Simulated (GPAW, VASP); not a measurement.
An input for GPAW (LDA (Perdew-Wang 92), GPAW PAW datasets LDA (gpaw-data 1.0.1)):

```
from ase import Atoms
from ase.units import GPa
from gpaw import GPAW

atoms = Atoms(['Sr', 'Ge', 'Ge', 'Ru', 'Ru'],
              cell=[[-2.152413, 2.152413, 5.146973],
                    [2.152413, -2.152413, 5.146973],
                    [2.152413, 2.152413, -5.146973]],
              positions=[[0.000000, 0.000000, 0.000000],
                         [-0.000000, 0.000000, 6.610566],
                         [0.000000, -0.000000, 3.683380],
                         [0.000000, 2.152413, 2.573487],
                         [2.152413, 0.000000, 2.573487]],
              pbc=True)

calc = GPAW(mode={'name': 'pw', 'ecut': 600},
            xc='LDA',
            kpts={'size': (6, 6, 6), 'gamma': True},
            occupations={'name': 'methfessel-paxton', 'width': 0.05, 'order': 0},
            nbands=-13,
            convergence={'density': 1e-05, 'energy': 1e-05},
            symmetry={'symmorphic': False, 'tolerance': 0.0005},
            maxiter=120)

atoms.calc = calc

energy = atoms.get_potential_energy()
print('Energy (eV):', round(energy, 6))
forces = atoms.get_forces()
print('Forces (eV/Ang):')
print(forces.round(5))
stress = atoms.get_stress()
print('Stress (GPa, Voigt):', (stress / GPa).round(4))
```

Question: Write the VASP files for the same calculation.

Answer: One set of files that does it:

### INCAR
```
! general
SYSTEM  = Sr(GeRu)2
PREC    = Accurate
ENCUT   = 300   ! plane-wave cut-off (eV)
LREAL   = .False.   ! projection in real space or not
LASPH   = .True.

! electronic loop
EDIFF   = 1E-6   ! SCF stop (eV)
NELM    = 100   ! most electronic steps
ALGO    = Normal
LMAXMIX = 4   ! l cut-off of mixed one-centre charges

! smearing
ISMEAR  = 0
SIGMA   = 0.05   ! width (eV)

! ions
ISIF    = 2   ! forces and stress, cell fixed

! output
LWAVE   = .False.
LCHARG  = .False.
```

**KPOINTS**
```
Automatic mesh
0
G
 6 6 6
```

POSCAR:
```
Sr(GeRu)2
5.9797240
 -0.3599518974   0.3599518974   0.8607375524
  0.3599518974  -0.3599518974   0.8607375524
  0.3599518974   0.3599518974  -0.8607375524
Sr Ge Ru
1 2 2
Cartesian
  0.0000000000   0.0000000000   0.0000000000
 -0.0000000000   0.0000000000   1.1054968828
  0.0000000000  -0.0000000000   0.6159782220
  0.0000000000   0.3599518974   0.4303687762
  0.3599518974   0.0000000000   0.4303687762
```

POTCAR, in this order: Sr_sv Ge_d Ru_pv (LDA.64 set). Program: vasp_std.

Both are inputs of real runs that ended normally. What can't carry over is the choice of potentials or basis and its cut-off, and each code's defaults.

VASP's LDA is the Perdew-Zunger fit; the other code's may be Perdew-Wang, which differs slightly.

The structure comes from a computed database's Ru2SrGe2 entry (I4/mmm); how it stands against other phases isn't given here. The cell was not relaxed at this level, and it may have been scaled.
